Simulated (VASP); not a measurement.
# Mg2TiN2: relaxation of cell and atoms with PBE

The system is Mg2TiN2.

```
Mg Ti N
1.0
    -1.93258    2.48438    3.79600
     1.93258   -2.48438    3.79600
     1.93258    2.48438   -3.79600
Mg Ti N
2 1 2
Direct
  0.70274 0.20274 0.50000
  0.29726 0.79726 0.50000
  0.00000 0.00000 0.00000
  0.26679 0.50000 0.76679
  0.73321 0.50000 0.23321
```

The cell was built by a generator and needn't be a form met in nature.

```
Program                : VASP 6.6.1
Task                   : relaxation of cell and atoms
Functional             : PBE
Potentials or basis    : VASP PAW PBE potentials, release 64 (Mg, Ti_sv, N)
Cutoff                 : 520 eV
k mesh                 : 5 × 5 × 5
Occupations            : gaussian, width 0.15 eV
Spin                   : no spin polarisation
Further INCAR settings : PREC = Normal; ALGO = Fast; EDIFF = 0.0001; IBRION = 2; EDIFFG = -0.08; NSW = 24; ISIF = 3
```

* Relaxed volume: 12.68 Å³/atom
* Relaxed cell: a = 5.039 Å, b = 5.039 Å, c = 5.039 Å, α = 146.57°, β = 113.37°, γ = 76.63°
* Space group after relaxing (to 0.05 Å): Immm (No. 71)
* Energy gained by relaxing: 939.4 meV/atom
* Ionic steps: 19
* Pressure after relaxing: 0.5 GPa
* Largest force after relaxing: 0.071 eV/Å
* Band gap on the k mesh: 0.16 eV, indirect (least direct gap 0.65 eV)

Forces on the atoms (eV/Å):
```
Mg   0.000  0.000  0.006
Mg   0.000  0.000 -0.006
Ti   0.000  0.000  0.000
N    0.000  0.071  0.000
N    0.000 -0.071  0.000
```

The path:
```
step  energy change (eV)  largest force (eV/Å)  pressure (GPa)  volume (Å³)
   1              0.0000                1.3992          -14.50        72.90
   2             -2.9652                1.7687            7.73        59.06
   3             -2.9951                1.9377           11.27        58.11
   4             -3.7550                2.5266           12.97        58.74
   5             -3.8243                2.5307           12.01        58.73
   6             -4.2411                1.3605          -10.11        66.72
   7             -4.3537                1.5327           -4.85        64.01
   8             -4.6212                0.1703           -1.97        63.03
   9             -4.6214                0.1827           -1.69        63.01
  10             -4.6618                0.4928            2.67        61.81
  11             -4.6625                0.4709            2.26        61.91
  12             -4.6887                0.2079            0.80        62.74
  13             -4.6901                0.2145            0.43        62.98
  14             -4.6959                0.0865           -0.42        63.46
  15             -4.6960                0.0832           -0.04        63.52
  16             -4.6960                0.0622           -0.45        63.63
  17             -4.6961                0.0628           -0.33        63.59
  18             -4.6961                0.0702           -0.37        63.56
  19             -4.6968                0.0705            0.47        63.42
```

Final structure:
```xyz
5
Lattice="-1.4492 2.7675 3.9534 1.4492 -2.7675 3.9534 1.4492 2.7675 -3.9534" Properties=species:S:1:pos:R:3 pbc="T T T"
Mg    0.0000    2.7675    1.2598
Mg    1.4492    0.0000    2.6935
Ti   -1.4492    2.7675    3.9534
N     1.4492    1.4038    0.0000
N     0.0000    1.3637    3.9534
```

Levels at points of the mesh, in eV from the valence-band top:
```csv
k point,band 10,band 11,band 12,band 13,band 14,band 15,band 16,band 17
"(0.00, 0.00, 0.00)",-3.47,-3.05,-1.01,-0.50,0.16,0.96,2.00,3.04
```

It took 3.9 min on 1 thread of Intel(R) Xeon(R) Platinum 8488C (Sapphire Rapids), on a shared host, peak memory 0.18 GiB.

Caveat: an odd mesh through Γ misses points on the zone boundary, where band edges often lie; the relaxation stopped at a loose force limit of 0.08 eV/Å, so its end isn't a converged minimum.
